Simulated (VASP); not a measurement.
# SiNi: the relaxed cell at several levels, part 4 of 4

Which functional gives the lattice of SiNi as experiment finds it, and is a dearer one worth its cost? The start is a cell from a database of measured crystal structures.

VASP 6.6.1, plane waves and PAW; the level of theory is named at each step.

Still holding for the runs below: The k-mesh is coarse for a metal.

So far. Step 5 (Relaxation with r2SCAN): It ends at 11.90 Å³/atom, -1.7 % from the start, with 0.01 GPa left. The conventional cell has a = 5.088, b = 3.357 and c = 5.573 Å. Step 6 (Relaxation with PBE + D3(BJ)): It ends at 11.79 Å³/atom, -2.5 % from the start, with 0.08 GPa left. The conventional cell has a = 5.083, b = 3.357 and c = 5.529 Å. Against plain PBE, the dispersion term moves a by -1.2 %, b by -0.6 % and c by -1.7 %.

### Step 7. Relaxation with r2SCAN + rVV10

This step: r2SCAN with rVV10, spin-polarised from a ferromagnetic start; plane waves and PAW (Si, Ni) (VASP 6.6.1).

LUSE_VDW switches on a nonlocal correlation term for dispersion.

File INCAR:

```
SYSTEM = SiNi
PREC = Accurate
ENCUT = 520
EDIFF = 1E-06
NELM = 100
ISMEAR = -1
SIGMA = 0.05
LREAL = .FALSE.
ALGO = Normal
METAGGA = R2SCAN
LUSE_VDW = .TRUE.
IVDW_NL = 2
BPARAM = 11.95
CPARAM = 0.0093
LASPH = .TRUE.
NBANDS = 43
ISPIN = 2
MAGMOM = 0 0 0 0 1 1 1 1
LMAXMIX = 4
LORBIT = 11
LWAVE = .FALSE.
LCHARG = .FALSE.
KPAR = 8
IBRION = 2
NSW = 60
ISIF = 3
EDIFFG = -0.01
```

File POSCAR:

```
SiNi
1.0
    5.1731000000      0.0000000000      0.0000000000
    0.0000000000      3.3381000000      0.0000000000
    0.0000000000      0.0000000000      5.6049000000
Si Ni
4 4
Direct
    0.3212800000      0.7500000000      0.0825000000
    0.1787200000      0.2500000000      0.5825000000
    0.8212800000      0.7500000000      0.4175000000
    0.6787200000      0.2500000000      0.9175000000
    0.0077900000      0.2500000000      0.1875200000
    0.4922100000      0.7500000000      0.6875200000
    0.5077900000      0.2500000000      0.3124800000
    0.9922100000      0.7500000000      0.8124800000
```

File KPOINTS:

```
Automatic mesh
0
Gamma
5 7 4
0 0 0
```

PAW data sets: Si and Ni (PBE family, release 64).

The run is started by

```sh
mpirun -np 8 vasp_std
```

Numbers of over 12 decimals in the logs are rounded to 6 here.

The program printed:

```text
[banner, memory and clock lines left out]
running    8 mpi-ranks, on    1 nodes
[...]
[... a notice as in an earlier step ...]

|                                                                             |
|               ----> ADVICE to this user running VASP <----                  |
|                                                                             |
|     You have switched on vdW-DFT.                                           |
|     This routine was written and supplied by Jiri Klimes. We recommend      |
|     that you carefully read and cite the following publications:            |
|       J. Klimes, D.R. Bowler, A. Michelides                                 |
|          J. Phys.: Cond Matt. 22 022201 (2010)                              |
|       J. Klimes, D.R. Bowler, A. Michelides                                 |
|          Phys. Rev. B. 83, 195131 (2011)                                    |
|     and references therein.                                                 |
[...]
[... from here on, the cycles between the ionic steps are left out ...]
   2 F= -.85543733E+02 E0= -.85539184E+02  d E =-.608110E-03  mag=    -0.0000
   3 F= -.85576995E+02 E0= -.85572617E+02  d E =-.338699E-01  mag=     0.0000
   4 F= -.85579808E+02 E0= -.85575248E+02  d E =-.281270E-02  mag=    -0.0000
   5 F= -.85580652E+02 E0= -.85575932E+02  d E =-.365715E-02  mag=     0.0000
   6 F= -.85581333E+02 E0= -.85576572E+02  d E =-.681045E-03  mag=    -0.0000
   7 F= -.85581758E+02 E0= -.85576998E+02  d E =-.110593E-02  mag=     0.0000
   8 F= -.85581811E+02 E0= -.85577068E+02  d E =-.115890E-02  mag=    -0.0000
   9 F= -.85582298E+02 E0= -.85577602E+02  d E =-.487015E-03  mag=     0.0000
  10 F= -.85582397E+02 E0= -.85577735E+02  d E =-.586176E-03  mag=    -0.0000
  11 F= -.85582401E+02 E0= -.85577747E+02  d E =-.589800E-03  mag=    -0.0000
  12 F= -.85582438E+02 E0= -.85577780E+02  d E =-.372750E-04  mag=     0.0000
  13 F= -.85582466E+02 E0= -.85577810E+02  d E =-.648827E-04  mag=    -0.0000
  14 F= -.85582532E+02 E0= -.85577871E+02  d E =-.665382E-04  mag=    -0.0000
 trial-energy change:   -0.000067  1 .order   -0.000059   -0.000134    0.000017
 step:   1.1365(harm=  1.1052)  dis= 0.00115  next Energy=   -85.582533 (dE=-0.673E-04)
 reached required accuracy - stopping structural energy minimisation
```

Elapsed: 18 min, on 8 MPI ranks of Intel Xeon 6975P-C (Granite Rapids), shared host; peak memory 5 GiB; 1.8 h of CPU time.

From OUTCAR (step 7):

```text
  Total        0.0237880      0.0434876      0.0068839      0.0000000      0.0000000      0.0000000
  in kB        0.4029200      0.7365918      0.1166000      0.0000000      0.0000000      0.0000000
  external PRESSURE =       0.4187039 kB  Pullay stress =       0.0000000 kB

 POSITION                                       TOTAL-FORCE (eV/Angst)
 -----------------------------------------------------------------------------------
      1.63257      2.51613      0.47030         0.001024      0.000000     -0.005992
      0.90608      0.83871      3.24691        -0.001024     -0.000000     -0.005992
      4.17122      2.51613      2.30631         0.001024      0.000000      0.005992
      3.44474      0.83871      5.08291        -0.001024     -0.000000      0.005992
      0.04238      0.83871      1.04798        -0.000163     -0.000000     -0.004800
      2.49628      2.51613      3.82458         0.000163      0.000000     -0.004800
      2.58103      0.83871      1.72863        -0.000163     -0.000000      0.004800
      5.03493      2.51613      4.50524         0.000163      0.000000      0.004800
 -----------------------------------------------------------------------------------
    total drift:                                0.000000      0.000000      0.000000

  FREE ENERGIE OF THE ION-ELECTRON SYSTEM (eV)
  ---------------------------------------------------
  free  energy   TOTEN  =       -85.5825323653 eV

  energy  without entropy=      -85.5732088618  energy(sigma->0) =      -85.57787061

 magnetization (x)
# of ion       s       p       d       tot
------------------------------------------
    1       -0.000  -0.000   0.000  -0.000
    2       -0.000  -0.000   0.000  -0.000
    3       -0.000  -0.000   0.000  -0.000
    4       -0.000  -0.000   0.000  -0.000
    5        0.000  -0.000   0.000   0.000
    6        0.000  -0.000   0.000   0.000
    7        0.000  -0.000   0.000   0.000
    8        0.000  -0.000   0.000   0.000
--------------------------------------------------
tot          0.000  -0.000   0.000   0.000

[... 2 parts as in an earlier step ...]

[... 2 further parts left out ...]
[key lines of the parts left out:]
E-fermi :  10.6591
```

It ends at 11.82 Å³/atom, -2.3 % from the start, with 0.04 GPa left. The conventional cell has a = 5.077, b = 3.355 and c = 5.553 Å. Against plain r2SCAN, the dispersion term moves a by -0.2 %, b by -0.1 % and c by -0.4 %.

### Step 8. Relaxation with revPBE + D3(BJ)

This step: revPBE with D3(BJ), spin-polarised from a ferromagnetic start; plane waves and PAW (Si, Ni) (VASP 6.6.1).

revPBE by itself binds more weakly than PBE and expands cells; dispersion terms fitted to it are the larger for that.

Changes to INCAR since step 7:

```diff
@@ -9,8 +9,4 @@
 ALGO = Normal
-METAGGA = R2SCAN
-LUSE_VDW = .TRUE.
-IVDW_NL = 2
-BPARAM = 11.95
-CPARAM = 0.0093
-LASPH = .TRUE.
+GGA = RE
+IVDW = 12
 NBANDS = 43
@@ -18,2 +14,3 @@
 MAGMOM = 0 0 0 0 1 1 1 1
+LASPH = .TRUE.
 LMAXMIX = 4
```

POSCAR is that of step 7.

KPOINTS is that of step 7.

The run is started by

```sh
mpirun -np 8 vasp_std
```

The program printed:

```text
[... set-up lines as in an earlier step ...]
 entering main loop
       N       E                     dE             d eps       ncg     rms          rms(c)
DAV:   1     0.376856537856E+03    0.37686E+03   -0.23592E+04  6192   0.153E+03
DAV:   2    -0.169232609983E+02   -0.39378E+03   -0.37050E+03  6195   0.336E+02
DAV:   3    -0.502016088678E+02   -0.33278E+02   -0.31622E+02  6977   0.112E+02
DAV:   4    -0.512443539536E+02   -0.10427E+01   -0.10353E+01  7418   0.185E+01
[...]
DAV:  15    -0.449161141735E+02    0.33494E-05   -0.56013E-06  6970   0.149E-02    0.101E-02
DAV:  16    -0.449161129380E+02    0.12355E-05   -0.84447E-07  3592   0.738E-03    0.332E-03
DAV:  17    -0.449161127179E+02    0.22003E-06   -0.40207E-07  3471   0.443E-03
   1 F= -.52187027E+02 E0= -.52182572E+02  d E =-.521870E+02  mag=    -0.0000
[... from here on, the cycles between the ionic steps are left out ...]
   2 F= -.52203916E+02 E0= -.52199576E+02  d E =-.168895E-01  mag=    -0.0000
   3 F= -.52282318E+02 E0= -.52278006E+02  d E =-.952911E-01  mag=    -0.0000
   4 F= -.52286652E+02 E0= -.52282260E+02  d E =-.433414E-02  mag=     0.0000
   5 F= -.52288920E+02 E0= -.52284348E+02  d E =-.660205E-02  mag=     0.0000
   6 F= -.52291109E+02 E0= -.52286261E+02  d E =-.218934E-02  mag=     0.0000
   7 F= -.52291965E+02 E0= -.52286922E+02  d E =-.304476E-02  mag=     0.0000
   8 F= -.52293508E+02 E0= -.52288453E+02  d E =-.154327E-02  mag=     0.0000
   9 F= -.52294371E+02 E0= -.52289392E+02  d E =-.240594E-02  mag=     0.0000
  10 F= -.52294623E+02 E0= -.52289786E+02  d E =-.265791E-02  mag=     0.0000
  11 F= -.52294763E+02 E0= -.52289878E+02  d E =-.279802E-02  mag=     0.0000
  12 F= -.52294775E+02 E0= -.52289906E+02  d E =-.281012E-02  mag=     0.0000
  13 F= -.52294933E+02 E0= -.52290066E+02  d E =-.158052E-03  mag=     0.0000
  14 F= -.52295115E+02 E0= -.52290252E+02  d E =-.340169E-03  mag=    -0.0000
  15 F= -.52295116E+02 E0= -.52290253E+02  d E =-.340738E-03  mag=    -0.0000
  16 F= -.52295229E+02 E0= -.52290362E+02  d E =-.113787E-03  mag=    -0.0000
 trial-energy change:   -0.000114  1 .order   -0.000104   -0.000234    0.000025
 step:   0.8247(harm=  0.8097)  dis= 0.00128  next Energy=   -52.295230 (dE=-0.115E-03)
 reached required accuracy - stopping structural energy minimisation
```

Run time: 3.7 min. Hardware: 8 MPI ranks; peak memory 3.6 GiB.

From OUTCAR (step 8):

```text
 Edisp (eV)   -7.59638

 Edisp (eV)   -7.60022

  Total       0.01463     0.04053     0.04437     0.00000     0.00000     0.00000
  in kB       0.25374     0.70292     0.76945     0.00000     0.00000     0.00000
  external pressure =        0.58 kB  Pullay stress =        0.00 kB

 POSITION                                       TOTAL-FORCE (eV/Angst)
 -----------------------------------------------------------------------------------
      1.63971      2.50962      0.47891        -0.007741     -0.000000     -0.004806
      0.88315      0.83654      3.21490         0.007741      0.000000     -0.004806
      4.16257      2.50962      2.25708        -0.007741     -0.000000      0.004806
      3.40602      0.83654      4.99308         0.007741      0.000000      0.004806
      0.05675      0.83654      1.01461         0.001482      0.000000      0.002924
      2.46611      2.50962      3.75060        -0.001482     -0.000000      0.002924
      2.57962      0.83654      1.72138         0.001482      0.000000     -0.002924
      4.98897      2.50962      4.45737        -0.001482     -0.000000     -0.002924
 -----------------------------------------------------------------------------------
    total drift:                               -0.000000     -0.000000      0.000000

  FREE ENERGIE OF THE ION-ELECTRON SYSTEM (eV)
  ---------------------------------------------------
  free  energy   TOTEN  =       -52.2952293564 eV

  energy  without entropy=      -52.2854937879  energy(sigma->0) =      -52.29036157

 magnetization (x)
# of ion       s       p       d       tot
------------------------------------------
    1       -0.000  -0.000   0.000  -0.000
    2       -0.000  -0.000   0.000  -0.000
    3       -0.000  -0.000   0.000  -0.000
    4       -0.000  -0.000   0.000  -0.000
    5        0.000   0.000   0.000   0.000
    6        0.000   0.000   0.000   0.000
    7        0.000   0.000   0.000   0.000
    8        0.000   0.000   0.000   0.000
--------------------------------------------------
tot         -0.000  -0.000   0.000   0.000

[... 2 parts as in an earlier step ...]

[... 2 further parts left out ...]
[key lines of the parts left out:]
E-fermi :  11.2000
```

It ends at 11.55 Å³/atom, -4.5 % from the start, with 0.06 GPa left. The conventional cell has a = 5.046, b = 3.346 and c = 5.472 Å.

### Step 9. Relaxation with PBE + TS

This step: PBE with TS, spin-polarised from a ferromagnetic start; plane waves and PAW (Si, Ni) (VASP 6.6.1).

The Tkatchenko-Scheffler scheme scales free-atom polarisabilities by Hirshfeld volumes.

Changes to INCAR since step 8:

```diff
@@ -9,4 +9,4 @@
 ALGO = Normal
-GGA = RE
-IVDW = 12
+GGA = PE
+IVDW = 20
 NBANDS = 43
```

POSCAR is that of step 8.

KPOINTS is that of step 8.

The run is started by

```sh
mpirun -np 8 vasp_std
```

The program printed:

```text
[... set-up lines as in an earlier step ...]
 entering main loop
       N       E                     dE             d eps       ncg     rms          rms(c)
[... 16 cycles as in an earlier step ...]
 augmentation electrons   55.989676
 total        electrons   55.989676
 augmentation electrons -1.048905088675432E-007
 total        electrons -1.048905088675432E-007
 augmentation electrons   110.876567150932
 total        electrons   110.876567150932
 augmentation electrons   100.534153550932
 total        electrons   100.534153550932
 augmentation electrons   23.721747
 soft         electrons   32.267929
 total        electrons   55.989676
 augmentation electrons  5.669085136894727E-005
 soft         electrons -4.205820509639580E-005
 total        electrons  1.463264627255147E-005
 translations:           1           2           1
   1 F= -.52715573E+02 E0= -.52711137E+02  d E =-.527156E+02  mag=     0.0000
[... from here on, the cycles between the ionic steps are left out ...]
   2 F= -.52700053E+02 E0= -.52695409E+02  d E =0.155203E-01  mag=    -0.0000
   3 F= -.52795606E+02 E0= -.52791190E+02  d E =-.800332E-01  mag=    -0.0000
   5 F= -.52804261E+02 E0= -.52799538E+02  d E =-.864481E-02  mag=     0.0000
   7 F= -.52815038E+02 E0= -.52810039E+02  d E =-.194218E-01  mag=     0.0000
   9 F= -.52828092E+02 E0= -.52822796E+02  d E =-.130534E-01  mag=    -0.0000
  11 F= -.52830189E+02 E0= -.52824764E+02  d E =-.209728E-02  mag=    -0.0000
  13 F= -.52831244E+02 E0= -.52825790E+02  d E =-.105458E-02  mag=     0.0000
  15 F= -.52831036E+02 E0= -.52825586E+02  d E =-.846984E-03  mag=    -0.0000
  17 F= -.52831164E+02 E0= -.52825721E+02  d E =-.127598E-03  mag=    -0.0000
  19 F= -.52831276E+02 E0= -.52825826E+02  d E =-.239760E-03  mag=    -0.0000
  21 F= -.52831227E+02 E0= -.52825776E+02  d E =-.190971E-03  mag=     0.0000
  23 F= -.52831246E+02 E0= -.52825795E+02  d E =-.210037E-03  mag=    -0.0000
  25 F= -.52831165E+02 E0= -.52825715E+02  d E =-.129484E-03  mag=    -0.0000
  26 F= -.52831208E+02 E0= -.52825762E+02  d E =-.423476E-04  mag=     0.0000
 trial-energy change:   -0.000042  1 .order   -0.000021   -0.000027   -0.000016
 step:   1.6127(harm=  1.6127)  dis= 0.00083  next Energy=   -52.831197 (dE=-0.317E-04)
 reached required accuracy - stopping structural energy minimisation
```

Wall time 5.5 min (8 MPI ranks); peak memory 3.5 GiB; 39 min of CPU time.

Parts of OUTCAR (step 9):

```text
  Edisp (eV):   -5.34679

  Total      -0.02275    -0.01007    -0.00438    -0.00000     0.00000     0.00000
  in kB      -0.39267    -0.17380    -0.07560    -0.00000     0.00000     0.00000
  external pressure =       -0.21 kB  Pullay stress =        0.00 kB

 POSITION                                       TOTAL-FORCE (eV/Angst)
 -----------------------------------------------------------------------------------
      1.63312      2.54070      0.49557        -0.006093     -0.000000      0.003689
      0.88769      0.84690      3.21313         0.006093      0.000000      0.003689
      4.15394      2.54070      2.22199        -0.006093     -0.000000     -0.003689
      3.40851      0.84690      4.93955         0.006093      0.000000     -0.003689
      0.05944      0.84690      1.00456        -0.003534     -0.000000      0.002221
      2.46138      2.54070      3.72213         0.003534      0.000000      0.002221
      2.58025      0.84690      1.71300        -0.003534     -0.000000     -0.002221
      4.98219      2.54070      4.43056         0.003534      0.000000     -0.002221
 -----------------------------------------------------------------------------------
    total drift:                                0.000000      0.000000     -0.000000

  FREE ENERGIE OF THE ION-ELECTRON SYSTEM (eV)
  ---------------------------------------------------
  free  energy   TOTEN  =       -52.8312077814 eV

  energy  without entropy=      -52.8203152340  energy(sigma->0) =      -52.82576151

 magnetization (x)
# of ion       s       p       d       tot
------------------------------------------
    1       -0.000  -0.000   0.000  -0.000
    2       -0.000  -0.000   0.000  -0.000
    3       -0.000  -0.000   0.000  -0.000
    4       -0.000  -0.000   0.000  -0.000
    5        0.000   0.000   0.000   0.000
    6        0.000   0.000   0.000   0.000
    7        0.000   0.000   0.000   0.000
    8        0.000   0.000   0.000   0.000
--------------------------------------------------
tot          0.000   0.000   0.000   0.000

[... 2 parts as in an earlier step ...]

[... 2 further parts left out ...]
[key lines of the parts left out:]
E-fermi :  11.0739
```

It ends at 11.60 Å³/atom, -4.1 % from the start, with -0.02 GPa left. The conventional cell has a = 5.042, b = 3.388 and c = 5.435 Å. Against plain PBE, the dispersion term moves a by -2.0 %, b by +0.3 % and c by -3.4 %.

### Step 10. The cells as a table

This step: relaxed cells at several levels; plane waves and PAW (VASP 6.6.1).

This step runs nothing: it gathers the runs above.

Lengths are those of the conventional cell; cost is the wall time of each run, as given at its step, times its ranks, without the set-up around it. Results by level, by row:

```
          level  volume (Å³/atom)  change from the start (%)  a (Å)  b (Å)  c (Å)  largest site moment (μB)  cost (core minutes)
            LDA             11.58                       -4.3  5.043  3.352  5.481                         0                 28.4
         PBEsol             11.81                       -2.4  5.077  3.373  5.516                         0                   24
            PBE             12.22                          1  5.146  3.378  5.626                         0                 24.8
         r2SCAN              11.9                       -1.7  5.088  3.357  5.573                         0                 67.2
   PBE + D3(BJ)             11.79                       -2.5  5.083  3.357  5.529                         0                 40.7
 r2SCAN + rVV10             11.82                       -2.3  5.077  3.355  5.553                         0                  145
revPBE + D3(BJ)             11.55                       -4.5  5.046  3.346  5.472                         0                 29.3
       PBE + TS              11.6                       -4.1  5.042  3.388  5.435                         0                 44.1
```

### Step 11. What came out

* volume, LDA: 11.58 Å³/atom
* volume, PBEsol: 11.81 Å³/atom
* volume, PBE: 12.22 Å³/atom
* volume, r2SCAN: 11.90 Å³/atom
* volume, PBE + D3(BJ): 11.79 Å³/atom
* volume, r2SCAN + rVV10: 11.82 Å³/atom
* volume, revPBE + D3(BJ): 11.55 Å³/atom
* volume, PBE + TS: 11.60 Å³/atom

For SiNi the levels give volumes between 11.55 Å³/atom (revPBE + D3(BJ)) and 12.22 Å³/atom (PBE), a spread of 5.9 %, while the cost of the finished runs spans a factor of 6.1. Against the volume of the start, a cell from experiment, PBE comes nearest (+1.0 %) and revPBE + D3(BJ) lies farthest (-4.5 %); thermal expansion is in that cell alone. Within 2 % of it: PBE and r2SCAN. The costs hold the number of ionic steps as well as the price of the functional. Against the listed lengths the levels give a from -2.5 % to -0.5 %, b from +0.2 % to +1.5 % and c from -3.0 % to +0.4 %. All runs lost the moments they were started with, so they describe a non-magnetic state; an order that doesn't fit this cell would change the volume. Adding D3(BJ) to PBE changes the volume by -3.5 % (a by -1.2 %, b by -0.6 % and c by -1.7 %). Adding rVV10 to r2SCAN changes the volume by -0.6 % (a by -0.2 %, b by -0.1 % and c by -0.4 %). Adding TS to PBE changes the volume by -5.1 % (a by -2.0 %, b by +0.3 % and c by -3.4 %). Pairwise corrections of the D and TS kind ignore the screening in a metal, so they may overbind here. Within 0.02 Å all end in space group Pnma; the runs can't lower the symmetry of the start. The k-sampling is coarse for a metal, so the Fermi level, moments, pressures and the shape of the cell carry errors. Only the typed magnetic starts were tried, so the magnetic ground state may differ and with it the other results. Each is a single relaxation on the plane waves of the start cell, so larger changes of volume carry a basis-set error that was not tested here. Zero-point and thermal expansion are not included.

[Lines on the potential files, build, host, timing and source positions are cut from VASP's logs without a mark.]

[Logs are printed without paths, hosts, clocks, repeated set-up lines and the standing remarks that a program may print on its own settings, such as how far it seeks lower states.]

[Hosts, paths, dates, database ids (printed as entryN), source tags and the programs' standing remarks are cut or masked in the printed files.]

[A measured line is paired with the nearest computed mode of its activity, which favours agreement.]
